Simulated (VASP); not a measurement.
These are PBEsol GGA, VASP's PBE PAW potentials (set 64) (plane waves; VASP 6.6.1) values and carry that method's errors.

A VASP calculation is set up with these files.

KPOINTS:
```
Automatic mesh
0
Gamma
7 7 7
0 0 0
```

POSCAR:
```
MnSi
1.0
  4.2521592017   0.0000000000   0.0000000000
  0.0000000000   4.2521592017   0.0000000000
  0.0000000000   0.0000000000   4.2521592017
Mn Si
4 4
direct
  0.8588864774   0.6411135226   0.3588864774
  0.3588864774   0.8588864774   0.6411135226
  0.1411135226   0.1411135226   0.1411135226
  0.6411135226   0.3588864774   0.8588864774
  0.1532760100   0.3467239900   0.6532760100
  0.6532760100   0.1532760100   0.3467239900
  0.8467239900   0.8467239900   0.8467239900
  0.3467239900   0.6532760100   0.1532760100
```

**INCAR**
```
ALGO  =  Normal
EDIFF  =  1E-6
EDIFFG  =  -0.02
ENCUT  =  500
GGA  =  PS
IBRION  =  2
ISIF  =  3
ISMEAR  =  1
ISPIN  =  2
LASPH  =  .TRUE.
LCHARG  =  .FALSE.
LMAXMIX  =  4
LORBIT  =  10
LREAL  =  .FALSE.
LWAVE  =  .FALSE.
MAGMOM  =  4*0.9 4*-0.0
NELM  =  100
NSW  =  40
PREC  =  Accurate
PSTRESS  =  450
SIGMA  =  0.1
SYSTEM  =  MnSi
```

POTCAR, in this order: Mn_pv Si (PBE.64 set). Program: vasp_std.

Question: What will the output report for the number of irreducible k-points (NKPTS), largest plane-wave count, number of space-group operations, FFT grid (NGX, NGY, NGZ)?

Answer: 
```json
{
 "number of irreducible k-points (NKPTS)": "24",
 "largest_plane_wave_count": "1969",
 "number_of_space_group_operations": "12",
 "FFT grid (NGX, NGY, NGZ)": "32 × 32 × 32"
}
```

The compound is MnSi in the B20 structure. This run relaxes it under an external pressure of 45 GPa. Symmetry was kept, so distortions that lower it aren't found.
